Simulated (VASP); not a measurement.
Here is the system:

```
MgI2
1.0
    2.03082    -3.51748     0.00000
    2.03082     3.51748     0.00000
    0.00000     0.00000     6.77893
Mg I
1 2
Cartesian
  2.03082   3.51748   0.00000
  2.03082   1.17249   1.64393
  2.03082  -1.17249   5.13500
```

Calculation: vdW-DF-cx, VASP's PBE PAW potentials (set 64) (plane waves; VASP). Numerical set-up: 520 eV cut-off, 6×6×4 Γ-centred mesh, Gaussian smearing of 0.050 eV, potentials Mg I.

Task: The ions and cell shape at fixed volume are relaxed. Which structure does the run end with?

Result: 
```
MgI2
1.0
    2.04964    -3.55007     0.00000
    2.04964     3.55007     0.00000
    0.00000     0.00000     6.65501
Mg I
1 2
Direct
  0.00000   0.00000   0.00000
  0.33333   0.66667   0.25227
  0.66667   0.33333   0.74773
```
Space group P-3m1 (164), at a tolerance of 0.03 Å.

Task: How much energy does the relaxation gain?

Result: The energy (σ→0) changes by -8.0 meV/atom, in 5 ionic steps.

```
step  E(σ→0) (eV)  max force (eV/Å)  pressure (GPa)  volume (Å³)
----  -----------  ----------------  --------------  -----------
1         -2.6645             0.344            2.09        96.85
2         -2.6745             0.245            1.79        96.85
3         -2.6857             0.008            1.06        96.85
4         -2.6879             0.000            1.01        96.85
5         -2.6886             0.007            0.96        96.85
```

The compound is MgI2 in the 1T layered structure. This cell is one point of a volume scan, at 0.94 of the reference volume. Symmetry was kept, so distortions that lower it aren't found.
